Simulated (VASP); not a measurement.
These are PBE GGA, VASP's PBE PAW potentials (set 64) (plane waves; VASP) values and carry that method's errors.

VASP ran on this input.

**INCAR**
```
# general
SYSTEM  = GaN
PREC    = Accurate
ENCUT   = 520
LREAL   = .FALSE.
LASPH   = .TRUE.

# electronic loop
EDIFF   = 1E-6
NELM    = 100
ALGO    = Normal
LMAXMIX = 4

# smearing
ISMEAR  = 0
SIGMA   = 0.05

# functional
GGA     = PE

# ions
ISIF    = 2

# output
LWAVE   = .FALSE.
LCHARG  = .FALSE.
```

**KPOINTS**
```
Automatic mesh
0
Gamma
9 9 5
0 0 0
```

POSCAR:
```
GaN
3.190
  0.5000000000  -0.8660253918   0.0000000000
  0.5000000000   0.8660253918   0.0000000000
  0.0000000000   0.0000000000   1.6269592476
Ga N
2 2
Cartesian
  0.5000000000  -0.2886757080   0.8134796238
  0.5000000000   0.2886757080   0.0000000000
  0.5000000000  -0.2886757080   1.4268432602
  0.5000000000   0.2886757080   0.6133636364
```

POTCAR, in this order: Ga_d N (PBE.64 set). Program: vasp_std.

What VASP printed:

### OSZICAR
```
       N       E                     dE             d eps       ncg     rms          rms(c)
DAV:   1     0.279707346285E+03    0.27971E+03   -0.18449E+04  1668   0.307E+03
DAV:   2     0.647414090566E+01   -0.27323E+03   -0.26502E+03  1782   0.534E+02
DAV:   3    -0.268817968492E+02   -0.33356E+02   -0.33081E+02  1812   0.154E+02
DAV:   4    -0.283005182688E+02   -0.14187E+01   -0.14145E+01  2220   0.334E+01
DAV:   5    -0.283203267690E+02   -0.19809E-01   -0.19803E-01  1762   0.373E+00    0.109E+01
DAV:   6    -0.242038267374E+02    0.41165E+01   -0.15396E+01  2870   0.578E+01    0.312E+00
DAV:   7    -0.243282647080E+02   -0.12444E+00   -0.17478E+00  1716   0.111E+01    0.271E+00
DAV:   8    -0.243270722014E+02    0.11925E-02   -0.27388E-01  2558   0.831E+00    0.845E-01
DAV:   9    -0.243052212013E+02    0.21851E-01   -0.11104E-01  2856   0.572E+00    0.331E-01
DAV:  10    -0.243061682130E+02   -0.94701E-03   -0.58762E-03  1832   0.816E-01    0.130E-01
DAV:  11    -0.243061240948E+02    0.44118E-04   -0.13428E-03  2418   0.704E-01    0.228E-02
DAV:  12    -0.243061389599E+02   -0.14865E-04   -0.16708E-04  1778   0.990E-02    0.147E-02
DAV:  13    -0.243061375483E+02    0.14116E-05   -0.25010E-05  2258   0.106E-01    0.368E-03
DAV:  14    -0.243061381041E+02   -0.55578E-06   -0.48220E-06  1840   0.217E-02
   1 F= -.24306138E+02 E0= -.24306138E+02  d E =-.689857E-17
```

### OUTCAR
```
------------------------ aborting loop because EDIFF is reached ----------------------------------------
  FORCE on cell =-STRESS in cart. coord.  units (eV):
  Direction    XX          YY          ZZ          XY          YZ          ZX
  --------------------------------------------------------------------------------------
  Total        1.4393990      1.4393989      1.5395704      0.0000000      0.0000000      0.0000000
  in kB       50.4211124     50.4211110     53.9300466      0.0000000      0.0000000      0.0000000
  external PRESSURE =      51.5907567 kB  Pullay stress =       0.0000000 kB
  volume of cell :       45.74
      direct lattice vectors                 reciprocal lattice vectors
     1.595000000 -2.762621000  0.000000000     0.313479624 -0.180987548  0.000000000
     1.595000000  2.762621000  0.000000000     0.313479624  0.180987548  0.000000000
     0.000000000  0.000000000  5.190000000     0.000000000  0.000000000  0.192678227
  FREE ENERGIE OF THE ION-ELECTRON SYSTEM (eV)
  ---------------------------------------------------
  free  energy   TOTEN  =       -24.3061381041 eV

  energy  without entropy=      -24.3061381041  energy(sigma->0) =      -24.30613810
```
(Selected blocks of OUTCAR.)

OUTCAR:
```
 val. band max:        5.3042754429   @ k =   0.0000   0.0000   0.0000

 cond. band min:       7.2126175863   @ k =   0.0000   0.0000   0.0000


 Fermi energy:         5.5810176965

 k-point     1 :       0.0000    0.0000    0.0000
  band No.  band energies     occupation
      1     -10.6629      2.00000
      2      -9.7460      2.00000
      3      -8.1299      2.00000
      4      -8.1154      2.00000
      5      -8.1154      2.00000
      6      -8.0542      2.00000
      7      -8.0542      2.00000
      8      -7.8634      2.00000
      9      -7.8634      2.00000
     10      -7.7654      2.00000
     11      -7.7654      2.00000
     12      -6.5292      2.00000
     13      -1.7283      2.00000
     14       4.2709      2.00000
     15       4.2710      2.00000
     16       5.2738      2.00000
     17       5.3043      2.00000
     18       5.3043      2.00000
     19       7.2126      0.00000
     20       9.5394      0.00000
     21      14.5024      0.00000
     22      15.1848      0.00000

 k-point     2 :       0.1111    0.0000    0.0000
  band No.  band energies     occupation
      1     -10.5436      2.00000
      2      -9.7156      2.00000
      3      -8.1176      2.00000
      4      -8.0982      2.00000
      5      -8.0761      2.00000
      6      -8.0396      2.00000
      7      -8.0304      2.00000
      8      -7.8735      2.00000
      9      -7.8643      2.00000
     10      -7.7852      2.00000
     11      -7.7627      2.00000
     12      -6.4450      2.00000
     13      -1.5536      2.00000
     14       3.4089      2.00000
     15       4.0221      2.00000
     16       4.3277      2.00000
     17       5.1514      2.00000
     18       5.1942      2.00000
     19       8.1008      0.00000
     20      10.2540      0.00000
     21      14.0860      0.00000
     22      14.5101      0.00000

 k-point     3 :       0.2222    0.0000    0.0000
  band No.  band energies     occupation
      1     -10.2462      2.00000
...
```

The compound is GaN in the wurtzite structure. The cell was not relaxed at this level.
